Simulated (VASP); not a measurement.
```xyz
3
Lattice="-1.6017 1.6017 3.9111 1.6017 -1.6017 3.9111 1.6017 1.6017 -3.9111" Properties=species:S:1:pos:R:3 pbc="T T T"
Si     0.0000     0.0000     2.6163
Si     0.0000     0.0000     5.2058
W      0.0000     0.0000     0.0000
```

Level of theory: PBEsol GGA, VASP's PBE PAW potentials (set 64) (plane waves; VASP). Numerical set-up: 400 eV cut-off, 15×15×15 Γ-centred mesh, tetrahedra with Blöchl corrections, potentials Si W_sv.

Unless said otherwise, spin-orbit coupling is left out, though it shifts the bands of the heavy elements here.

Task: What does the run give for the energy per atom (σ→0), band gap (on the k-mesh) with the smallest direct gap where there is one?

Result: 
```json
{
 "band gap (on the k-mesh)": "none (metal, semimetal or under 0.01 eV)",
 "energy per atom (σ→0)": "-8.880 eV/atom"
}
```

The absolute energy has meaning only against runs of the same code, potentials and settings.

The structure comes from a measured Si2W entry (I4/mmm) of the Crystallography Open Database, whose conditions weren't checked. It was relaxed first.
